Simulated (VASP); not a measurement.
Input:

```
CELL_PARAMETERS angstrom
      1.87800    -3.25280     0.00000
      1.87800     3.25280     0.00000
      0.00000     0.00000     4.89514
ATOMIC_POSITIONS crystal
  Pt 0.00000 0.00000 0.00000
  Se 0.33333 0.66667 0.25983
  Se 0.66667 0.33333 0.74017
```

Method: PBEsol GGA, VASP's PBE PAW potentials (set 64) (plane waves; VASP 6.6.1). Run with 500 eV cut-off, 9×9×6 Γ-centred mesh, first-order Methfessel-Paxton smearing of 0.10 eV, potentials Pt Se.

Energy and stress use the plane-wave basis of the starting cell. Without a dispersion term in the relaxation, distances and binding between the weakly bound layers, chains or molecules are unreliable, and so is what depends on them.

Question: The ions, cell shape and volume at an external pressure of 5.0 GPa are relaxed. Give the cell that the relaxation ends in.

Answer: 
```
CELL_PARAMETERS angstrom
      1.86661    -3.23306     0.00000
      1.86661     3.23306     0.00000
      0.00000     0.00000     4.61432
ATOMIC_POSITIONS crystal
  Pt 0.00000 0.00000 0.00000
  Se 0.33333 0.66667 0.27299
  Se 0.66667 0.33333 0.72701
```
Space group P-3m1 (164), at a tolerance of 0.03 Å.

Question: How do energy and volume change from the first to the last step?

Answer: The energy (σ→0) changes by +16.9 meV/atom and the volume by -6.9 %, in 9 ionic steps.

The compound is PtSe2 in the 1T layered structure. This run relaxes it under an external pressure of 5 GPa. Symmetry was kept, so distortions that lower it aren't found.
